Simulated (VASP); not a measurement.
# TaTl (P4/mmm) in VASP: reference runs

How does TaTl come out in PBE? The cell is run as given.

Everything below comes from runs of VASP 6.6.1. Logs are shortened: lines on timing, memory, paths and dates and some standing lists are left out, and cuts for length are marked.

## (1) Starting point

It takes space group P4/mmm (No. 123, tetragonal). Conventional cell: a = 3.472 Å, b = 3.472 Å, c = 4.290 Å, α = 90.00°, β = 90.00°, γ = 90.00°. Ta (site symmetry 4/mmm) has 8 Tl at 3.26 Å and 4 Ta at 3.47 Å as nearest neighbours. Tl (site symmetry 4/mmm) is surrounded by 8 Ta at 3.26 Å and 4 Tl at 3.47 Å.

The cell was built by a generator and needn't be a form met in nature.

## (2) Single point, PBE

File INCAR:

```
  PREC = Accurate
  ENCUT = 520
  EDIFF = 1E-7
  ISMEAR = -1
  SIGMA = 0.05
  LREAL = F
  LASPH = T
  NELM = 80
  ALGO = Normal
  ISIF = 2
  LWAVE = F
  LCHARG = F
  GGA = PE
  NBANDS = 19
```

File KPOINTS:

```
regular mesh
0
Gamma
  8 8 6
```

File POSCAR:

```
TaTl
1.0
    3.4721891900      0.0000000000      0.0000000000
    0.0000000000      3.4721891900      0.0000000000
    0.0000000000      0.0000000000      4.2904585600
Ta Tl
1 1
Direct
    0.5000000000      0.5000000000      0.5000000000
    0.0000000000      0.0000000000      0.0000000000
```

Potentials or basis: VASP PAW PBE potentials, release 64 (Ta_pv, Tl_d).

Run with:

```sh
> cat potpaw_PBE.64/Ta_pv/POTCAR potpaw_PBE.64/Tl_d/POTCAR > POTCAR
> mpirun -np 1 vasp_std > vasp.out
```

OUTCAR:

```text
PREC = Accurate
   ENCUT = 520
   EDIFF = 1E-7
   ISMEAR = -1
   LREAL = F
   LASPH = T
   NELM = 80
   ISIF = 2
   GGA = PE

 ion  position               nearest neighbor table
   1  0.500  0.500  0.500-   2 3.26   2 3.26   2 3.26   2 3.26   2 3.26   2 3.26   2 3.26   2 3.26

   2  0.000  0.000  0.000-   1 3.26   1 3.26   1 3.26   1 3.26   1 3.26   1 3.26   1 3.26   1 3.26

  LATTYP: Found a simple tetragonal cell.
 ALAT       =     3.4721891900
 C/A-ratio  =     1.2356638205

  Lattice vectors:

 A1 = (   3.4721891900,   0.0000000000,   0.0000000000)
 A2 = (   0.0000000000,   3.4721891900,   0.0000000000)
 A3 = (   0.0000000000,   0.0000000000,   4.2904585600)

Analysis of symmetry for initial positions (statically):
=====================================================================
 Subroutine PRICEL returns:
 Original cell was already a primitive cell.

 Routine SETGRP: Setting up the symmetry group for a
 simple tetragonal supercell.

 Subroutine GETGRP returns: Found 16 space group operations
 (whereof 16 operations were pure point group operations)
 out of a pool of 16 trial point group operations.

The static configuration has the point symmetry D_4h.

Analysis of symmetry for dynamics (positions and initial velocities):
=====================================================================
 Subroutine PRICEL returns:
 Original cell was already a primitive cell.

 Routine SETGRP: Setting up the symmetry group for a
 simple tetragonal supercell.

 Subroutine GETGRP returns: Found 16 space group operations
 (whereof 16 operations were pure point group operations)
 out of a pool of 16 trial point group operations.

The dynamic configuration has the point symmetry D_4h.

 Subroutine INISYM returns: Found 16 space group operations
 (whereof 16 operations are pure point group operations),
 and found     1 'primitive' translations

----------------------------------------------------------------------------------------

                                     Primitive cell

  volume of cell :      51.7262

  direct lattice vectors                    reciprocal lattice vectors
     3.472189190  0.000000000  0.000000000     0.288002740  0.000000000  0.000000000
     0.000000000  3.472189190  0.000000000     0.000000000  0.288002740  0.000000000
     0.000000000  0.000000000  4.290458560     0.000000000  0.000000000  0.233075320

  length of vectors
     3.472189190  3.472189190  4.290458560     0.288002740  0.288002740  0.233075320

  position of ions in fractional coordinates (direct lattice)
     0.500000000  0.500000000  0.500000000
     0.000000000  0.000000000  0.000000000

  ion indices of the primitive-cell ions
   primitive index   ion index
                 1           1
                 2           2

----------------------------------------------------------------------------------------

 KPOINTS: regular mesh

Automatic generation of k-mesh.
 Grid dimensions read from file:
 generate k-points for:    8    8    6

 Generating k-lattice:

  Cartesian coordinates                     Fractional coordinates (reciprocal lattice)
     0.036000342  0.000000000  0.000000000     0.125000000  0.000000000  0.000000000
     0.000000000  0.036000342  0.000000000     0.000000000  0.125000000  0.000000000
     0.000000000  0.000000000  0.038845887     0.000000000  0.000000000  0.166666667

  Length of vectors
     0.036000342  0.036000342  0.038845887

  Shift w.r.t. Gamma in fractional coordinates (k-lattice)
     0.000000000  0.000000000  0.000000000

 Subroutine IBZKPT returns following result:
 ===========================================

 Found     60 irreducible k-points:

 Following reciprocal coordinates:
            Coordinates               Weight
  0.000000  0.000000  0.000000      1.000000
  0.125000  0.000000  0.000000      4.000000
  0.250000  0.000000  0.000000      4.000000
  0.375000  0.000000  0.000000      4.000000
  0.500000  0.000000  0.000000      2.000000
  0.125000  0.125000  0.000000      4.000000
[... 16 lines left out ...]
  0.375000  0.125000  0.166667     16.000000
  0.500000  0.125000  0.166667      8.000000
 [... further k-points ...]
   k-points           NKPTS =     60   k-points in BZ     NKDIM =     60   number of bands    NBANDS=     19
   number of dos      NEDOS =    301   number of ions     NIONS =      2
   total plane-waves  NPLWV =  25088
   dimension x,y,z NGX =    28 NGY =   28 NGZ =   32
   dimension x,y,z NGXF=    56 NGYF=   56 NGZF=   64
   ions per type =               1   1
   NGX,Y,Z   is equivalent  to a cutoff of  13.41, 13.41, 12.40 a.u.
   NGXF,Y,Z  is equivalent  to a cutoff of  26.81, 26.81, 24.80 a.u.
 SYSTEM =  unknown system
   PREC   = accura    normal or accurate (medium, high low for compatibility)
   ISTART =      0    job   : 0-new  1-cont  2-samecut
   ICHARG =      2    charge: 1-file 2-atom 10-const
   ISPIN  =      1    spin polarized calculation?
   LNONCOLLINEAR =      F non collinear calculations
   LSORBIT =      F    spin-orbit coupling
   LASPH  =      T    aspherical Exc in radial PAW
   ENCUT  =  520.0 eV  38.22 Ry    6.18 a.u.   6.46  6.46  7.98*2*pi/ulx,y,z
   NELM   =     80;   NELMIN=  2; NELMDL= -5     # of ELM steps
   EDIFF  = 0.1E-06   stopping-criterion for ELM
   LREAL  =      F    real-space projection
   EDIFFG = 0.1E-05   stopping-criterion for IOM
   NSW    =      0    number of steps for IOM
   IBRION =     -1    ionic relax: 0-MD 1-quasi-New 2-CG
   NFREE  =      0    steps in history (QN), initial steepest desc. (CG)
   ISIF   =      2    stress and relaxation
   ISYM   =      2    0-nonsym 1-usesym 2-fastsym
   POTIM  = 0.5000    time-step for ionic-motion
   TEBEG  =    0.0;   TEEND  =   0.0 temperature during run
   PSTRESS=    0.0 pullay stress
   NELECT =      24.0000    total number of electrons
   NUPDOWN=      -1.0000    fix difference up-down
   EMIN   =  10.00;   EMAX   =-10.00  energy-range for DOS
   EFERMI =   0.00;   METHOD = LEGACY
   ISMEAR =    -1;   SIGMA  =   0.05  broadening in eV -4-tet -1-fermi 0-gaus
   EFERMI_NEDOS =   21; number of points for ismear=-14 and -15
   IALGO  =     38    algorithm
   IMIX   =      4    mixing-type and parameters
     AMIX     =   0.40;   BMIX     =  1.00
     AMIX_MAG =   1.60;   BMIX_MAG =  1.00
  volume/ion in A,a.u.               =      25.86       174.53
  Fermi-wavevector in a.u.,A,eV,Ry     =   1.267385  2.395010 21.854544  1.606264
  Thomas-Fermi vector in A             =   2.400535
   LORBIT       =      0    0 simple, 1 ext, 2 COOP (PROOUT), +10 PAW based schemes
   GGA     = PE    functional components
   LHFCALC =     F    Hartree Fock is set to
   AEXX    =    0.0000 exact exchange contribution
   IVDW    =     0    specifies the selected vdW correction
   LEPSILON=     F    determine dielectric tensor
   LRPA    =     F    only Hartree local field effects (RPA)
 non-spin polarized calculation
  energy-cutoff  :      520.00
  volume of cell :       51.73
 maximum number of plane-waves:      1416
 NGX is ok and might be reduce to    28
   NGX = 13   NGY = 13   NGZ = 15

 number of electron      24.0000002 magnetization

 Free energy of the ion-electron system (eV)
  ---------------------------------------------------
  ext. energy  EPLUGINS =         0.00000000
  ---------------------------------------------------
  free energy    TOTEN  =       -11.80456564 eV

  energy without entropy =      -11.79090026  energy(sigma->0) =      -11.79773295

 E-fermi :   5.5469     XC(G=0): -10.8149

 val. band max:        5.5112780380   @ k =   0.2500   0.2500   0.3333
 cond. band min:       5.5927068931   @ k =   0.1250   0.1250   0.3333
 fundamental gap:      0.0814288551
 Fermi energy:         5.5468626934

 k-point     1 :       0.0000    0.0000    0.0000
  band No.  band energies     occupation
      1     -29.9563      2.00000
      2     -29.7830      2.00000
      3     -29.7830      2.00000
      4      -5.9918      2.00000
      5      -5.8217      2.00000
      6      -5.5698      2.00000
[... 11 lines left out ...]
     18      10.2206      0.00000
     19      16.5356      0.00000

 k-point     2 :       0.1250    0.0000    0.0000
  band No.  band energies     occupation
      1     -29.9550      2.00000
      2     -29.7986      2.00000
      3     -29.7818      2.00000
      4      -5.9505      2.00000
      5      -5.7874      2.00000
      6      -5.5974      2.00000
[... 11 lines left out ...]
     18      10.9129      0.00000
     19      16.2700      0.00000

 k-point     3 :       0.2500    0.0000    0.0000
  band No.  band energies     occupation
      1     -29.9517      2.00000
      2     -29.8360      2.00000
      3     -29.7789      2.00000
      4      -5.8878      2.00000
      5      -5.6744      2.00000
      6      -5.6628      2.00000
[... 11 lines left out ...]
     18      12.1032      0.00000
     19      15.0488      0.00000

 k-point     4 :       0.3750    0.0000    0.0000
  band No.  band energies     occupation
      1     -29.9484      2.00000
      2     -29.8731      2.00000
      3     -29.7759      2.00000
      4      -5.8508      2.00000
      5      -5.7269      2.00000
      6      -5.6175      2.00000
[... 11 lines left out ...]
     18      13.6741      0.00000
     19      13.7187      0.00000

 k-point     5 :       0.5000    0.0000    0.0000
  band No.  band energies     occupation
      1     -29.9470      2.00000
      2     -29.8884      2.00000
      3     -29.7747      2.00000
      4      -5.8381      2.00000
      5      -5.7530      2.00000
      6      -5.6403      2.00000
[... 11 lines left out ...]
     18      12.9723      0.00000
     19      13.2239      0.00000
[... 334 lines left out ...]
      2     -29.7976      2.00000
      3     -29.7968      2.00000
      4      -5.8934      2.00000
      5      -5.7402      2.00000
      6      -5.6008      2.00000
[... 11 lines left out ...]
     18      13.2549      0.00000
     19      15.9281      0.00000

 k-point    22 :       0.2500    0.1250    0.1667
  band No.  band energies     occupation
      1     -29.9524      2.00000
      2     -29.8344      2.00000
      3     -29.7941      2.00000
      4      -5.8125      2.00000
      5      -5.6808      2.00000
      6      -5.6466      2.00000
[... 11 lines left out ...]
     18      13.7221      0.00000
     19      13.9712      0.00000

 k-point    23 :       0.3750    0.1250    0.1667
  band No.  band energies     occupation
      1     -29.9490      2.00000
      2     -29.8712      2.00000
      3     -29.7910      2.00000
      4      -5.7750      2.00000
      5      -5.7580      2.00000
      6      -5.6638      2.00000
[... 11 lines left out ...]
     18      12.1812      0.00000
     19      13.8122      0.00000

 k-point    24 :       0.5000    0.1250    0.1667
  band No.  band energies     occupation
      1     -29.9475      2.00000
      2     -29.8864      2.00000
      3     -29.7897      2.00000
      4      -5.7893      2.00000
      5      -5.7632      2.00000
      6      -5.6896      2.00000
[... 11 lines left out ...]
     18      12.9577      0.00000
     19      14.1195      0.00000

 [... further k-points ...]

------------------------ aborting loop because EDIFF is reached ----------------------------------------

  FORCE on cell =-STRESS in cart. coord.  units (eV):
  Direction    XX          YY          ZZ          XY          YZ          ZX
  --------------------------------------------------------------------------------------
  -------------------------------------------------------------------------------------
  Total       -5.9890916     -5.9890916     -3.9577944      0.0000000      0.0000000      0.0000000
  in kB     -185.5073244   -185.5073244   -122.5895181      0.0000000      0.0000000      0.0000000
  external PRESSURE =    -164.5347223 kB  Pullay stress =       0.0000000 kB

 VOLUME and BASIS-vectors are now :
 -----------------------------------------------------------------------------
  energy-cutoff  :      520.00
  volume of cell :       51.73
      direct lattice vectors                 reciprocal lattice vectors
     3.472189190  0.000000000  0.000000000     0.288002740  0.000000000  0.000000000
     0.000000000  3.472189190  0.000000000     0.000000000  0.288002740  0.000000000
     0.000000000  0.000000000  4.290458560     0.000000000  0.000000000  0.233075320

 POSITION                                       TOTAL-FORCE (eV/Angst)
 -----------------------------------------------------------------------------------
      1.73609      1.73609      2.14523         0.000000      0.000000      0.000000
      0.00000      0.00000      0.00000         0.000000      0.000000      0.000000
 -----------------------------------------------------------------------------------
    total drift:                               -0.000000      0.000000      0.000000

  FREE ENERGIE OF THE ION-ELECTRON SYSTEM (eV)
  ---------------------------------------------------
  free  energy   TOTEN  =       -11.8045656399 eV

  energy  without entropy=      -11.7909002643  energy(sigma->0) =      -11.79773295
```

Wall time 19 s (1 thread of Intel Xeon 6975P-C (Granite Rapids), shared host); peak memory 0.2 GiB.

What came out:

```
Free energy            : -11.8046 eV
Pressure               : -16.5 GPa
Band gap on the k mesh : none (metal or under the smearing width)
```

Stress tensor (GPa, compression positive):
```
-18.55   0.00   0.00
  0.00 -18.55   0.00
  0.00   0.00 -12.26
```

Caveat: so large a pressure means that the cell lies far from this level's equilibrium, or that cutoff or potentials fall short. Spin-orbit coupling is left out, which matters for the levels of Ta, Tl.
